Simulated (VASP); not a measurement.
Output of a VASP run:

**OUTCAR**
```
 ion  position               nearest neighbor table
   1  0.344  0.156  0.500-   6 2.79   5 2.79   5 2.79   6 2.79   2 2.87   2 3.14   2 3.14   3 3.31
                             3 3.31   4 3.31   4 3.31   4 3.48   4 3.48   3 3.48   3 3.48
   2  0.656  0.844  0.500-   5 2.79   6 2.79   6 2.79   5 2.79   1 2.87   1 3.14   1 3.14   3 3.31
                             4 3.31   3 3.31   4 3.31   4 3.48   3 3.48   3 3.48   4 3.48
   3  0.156  0.656  0.812-   6 2.79   5 2.79   5 2.79   6 2.79   4 2.87   4 3.14   4 3.14   1 3.31
                             2 3.31   1 3.31   2 3.31   1 3.48   2 3.48   1 3.48   2 3.48
   4  0.844  0.344  0.188-   5 2.79   6 2.79   6 2.79   5 2.79   3 2.87   3 3.14   3 3.14   2 3.31
                             1 3.31   1 3.31   2 3.31   2 3.48   1 3.48   1 3.48   2 3.48
   5  0.250  0.250  0.000-   6 2.62   6 2.62   1 2.79   3 2.79   4 2.79   4 2.79   1 2.79   3 2.79
                             2 2.79   2 2.79
   6  0.750  0.750  0.000-   5 2.62   5 2.62   2 2.79   3 2.79   4 2.79   1 2.79   2 2.79   1 2.79
                             3 2.79   4 2.79
  LATTYP: Found a body centered tetragonal cell.
 ALAT       =     6.5160600000
 C/A-ratio  =     0.8043326796
 Subroutine PRICEL returns:
 Original cell was already a primitive cell.
 Subroutine GETGRP returns: Found 16 space group operations
The static configuration has the point symmetry C_4h.
 The point group associated with its full space group is D_4h.
The dynamic configuration has the point symmetry C_4h.
 Subroutine INISYM returns: Found 16 space group operations
 Subroutine IBZKPT returns following result:
 Found     18 irreducible k-points:

 Following reciprocal coordinates:
            Coordinates               Weight
  0.000000  0.000000  0.000000      1.000000
  0.200000 -0.000000  0.000000      8.000000
  0.400000 -0.000000  0.000000      8.000000
  0.200000  0.200000  0.000000      8.000000
  0.400000  0.200000  0.000000     16.000000
 -0.400000  0.200000 -0.000000     16.000000
 -0.200000  0.200000  0.000000      4.000000
  0.400000  0.400000  0.000000      8.000000
 -0.400000  0.400000  0.000000      4.000000
  0.200000  0.200000  0.200000      8.000000
 -0.200000  0.200000  0.200000      4.000000
 -0.400000  0.400000  0.200000      8.000000
 -0.200000  0.400000  0.200000      8.000000
 -0.400000 -0.400000  0.200000      8.000000
 -0.200000 -0.400000  0.200000      8.000000
 -0.200000 -0.200000  0.200000      2.000000
 -0.400000  0.400000  0.400000      4.000000
 -0.400000 -0.400000  0.400000      2.000000
   k-points           NKPTS =     18   k-points in BZ     NKDIM =     18   number of bands    NBANDS=     40
   number of dos      NEDOS =    301   number of ions     NIONS =      6
   total plane-waves  NPLWV =  27000
   dimension x,y,z NGX =    30 NGY =   30 NGZ =   30
   dimension x,y,z NGXF=    60 NGYF=   60 NGZF=   60
   ions per type =               4   2
   PREC   = accura    normal or accurate (medium, high low for compatibility)
   ISTART =      0    job   : 0-new  1-cont  2-samecut
   ICHARG =      2    charge: 1-file 2-atom 10-const
   ISPIN  =      1    spin polarized calculation?
   LNONCOLLINEAR =      F non collinear calculations
   LSORBIT =      F    spin-orbit coupling
   INIWAV =      1    electr: 0-lowe 1-rand  2-diag
   ENCUT  =  300.0 eV  22.05 Ry    4.70 a.u.   7.49  7.49  7.49*2*pi/ulx,y,z
   NELM   =    100;   NELMIN=  2; NELMDL= -5     # of ELM steps
   EDIFF  = 0.1E-05   stopping-criterion for ELM
   LREAL  =      F    real-space projection
   NLSPLINE    = F    spline interpolate recip. space projectors
   LMAXMIX     =    6 max onsite mixed and CHGCAR
   VOSKOWN=      0    Vosko Wilk Nusair interpolation
   EDIFFG = 0.1E-04   stopping-criterion for IOM
   NSW    =      0    number of steps for IOM
   NBLOCK =      1;   KBLOCK =      1    inner block; outer block
   IBRION =     -1    ionic relax: 0-MD 1-quasi-New 2-CG
   NFREE  =      0    steps in history (QN), initial steepest desc. (CG)
   ISIF   =      2    stress and relaxation
   ISYM   =      2    0-nonsym 1-usesym 2-fastsym
   TEIN   =    0.0    initial temperature
   TEBEG  =    0.0;   TEEND  =   0.0 temperature during run
   SMASS  =  -3.00    Nose mass-parameter (am)
   PSTRESS=    0.0 pullay stress
   NELECT =      68.0000    total number of electrons
   EFERMI =   0.00;   METHOD = LEGACY
   ISMEAR =     0;   SIGMA  =   0.10  broadening in eV -4-tet -1-fermi 0-gaus
...
```

OSZICAR:
```
       N       E                     dE             d eps       ncg     rms          rms(c)
DAV:   1     0.487710377726E+03    0.48771E+03   -0.25696E+04  1696   0.238E+03
DAV:   2     0.151479850284E+02   -0.47256E+03   -0.46118E+03  1440   0.637E+02
DAV:   3    -0.553080558927E+02   -0.70456E+02   -0.69232E+02  1720   0.147E+02
DAV:   4    -0.584548727441E+02   -0.31468E+01   -0.31202E+01  1720   0.349E+01
DAV:   5    -0.585586035002E+02   -0.10373E+00   -0.10366E+00  1808   0.607E+00    0.968E+01
DAV:   6    -0.566358967423E+02    0.19227E+01   -0.32827E+00  1952   0.781E+00    0.589E+01
DAV:   7    -0.562273880517E+02    0.40851E+00   -0.31546E+00  1624   0.890E+00    0.493E+00
DAV:   8    -0.561650874217E+02    0.62301E-01   -0.34817E-01  1704   0.324E+00    0.171E+00
DAV:   9    -0.561653459181E+02   -0.25850E-03   -0.35484E-02  1816   0.967E-01    0.108E+00
DAV:  10    -0.561647746936E+02    0.57122E-03   -0.62352E-03  2024   0.484E-01    0.653E-01
DAV:  11    -0.561646935968E+02    0.81097E-04   -0.85840E-04  2136   0.187E-01    0.824E-02
DAV:  12    -0.561646905557E+02    0.30411E-05   -0.31217E-05  1752   0.359E-02    0.236E-02
DAV:  13    -0.561646894381E+02    0.11176E-05   -0.32673E-06  1416   0.100E-02    0.689E-03
DAV:  14    -0.561646897322E+02   -0.29411E-06   -0.47712E-07  1088   0.512E-03
   1 F= -.56164690E+02 E0= -.56158518E+02  d E =-.123431E-01
```

File OUTCAR:
```
------------------------ aborting loop because EDIFF is reached ----------------------------------------
  FORCE on cell =-STRESS in cart. coord.  units (eV):
  Direction    XX          YY          ZZ          XY          YZ          ZX
  --------------------------------------------------------------------------------------
  Total        0.7773375      0.7773375     -0.3084914      0.0000000      0.0000000      0.0000000
  in kB       11.1933291     11.1933291     -4.4421452      0.0000000      0.0000000      0.0000000
  external PRESSURE =       5.9815043 kB  Pullay stress =       0.0000000 kB
  volume of cell :      111.27
      direct lattice vectors                 reciprocal lattice vectors
    -3.258030000  3.258030000  2.620540000     0.000000000  0.153466972  0.190800369
     3.258030000 -3.258030000  2.620540000     0.153466972  0.000000000  0.190800369
     3.258030000  3.258030000 -2.620540000     0.153466972  0.153466972  0.000000000
 POSITION                                       TOTAL-FORCE (eV/Angst)
 -----------------------------------------------------------------------------------
      1.01494      2.24309      0.00000        -0.085559      0.085559     -0.000000
      2.24309      1.01494      2.62054         0.085559     -0.085559     -0.000000
      4.27297      1.01494      0.00000        -0.085559     -0.085559     -0.000000
     -1.01494      2.24309      2.62054         0.085559      0.085559      0.000000
      0.00000      0.00000      1.31027         0.000000     -0.000000     -0.000000
      0.00000      0.00000      3.93081        -0.000000     -0.000000     -0.000000
 -----------------------------------------------------------------------------------
    total drift:                               -0.000000     -0.000000      0.000000
  FREE ENERGIE OF THE ION-ELECTRON SYSTEM (eV)
  ---------------------------------------------------
  free  energy   TOTEN  =       -56.1646897322 eV

  energy  without entropy=      -56.1523466531  energy(sigma->0) =      -56.15851819
```
(Selected blocks of OUTCAR.)

**POSCAR**
```
Hf2Ge
1
   -3.2580300000     3.2580300000     2.6205400000
    3.2580300000    -3.2580300000     2.6205400000
    3.2580300000     3.2580300000    -2.6205400000
Hf Ge
4 2
Direct
  0.3442400000   0.1557600000   0.5000000000
  0.6557600000   0.8442400000   0.5000000000
  0.1557600000   0.6557600000   0.8115200000
  0.8442400000   0.3442400000   0.1884800000
  0.2500000000   0.2500000000   0.0000000000
  0.7500000000   0.7500000000   0.0000000000
```

### Question
Reconstruct the remaining input files.

### Answer
One answer among several that fit: the input of the run itself, PBEsol GGA, plane waves, VASP's PBE PAW potentials (set 64).

INCAR:
```
ALGO = Normal
EDIFF = 1E-6
ENCUT = 300
GGA = PS
ISIF = 2
ISMEAR = 0
LASPH = .TRUE.
LCHARG = .FALSE.
LMAXMIX = 6
LREAL = .FALSE.
LWAVE = .FALSE.
NELM = 100
PREC = Accurate
SIGMA = 0.1
SYSTEM = Hf2Ge
```

KPOINTS:
```
Automatic mesh
0
gamma
5 5 5
```

POTCAR, in this order: Hf_pv Ge_d (PBE.64 set). Program: vasp_std.

At this cut-off the stress carries a Pulay error, which pulls relaxed volumes low.

The structure comes from a computed database's Hf2Ge entry (I4/mcm); how it stands against other phases isn't given here. The cell was not relaxed at this level. The k-mesh is coarse (spacing up to 0.31 per Å, 2π included), so the numbers may not be converged in it.
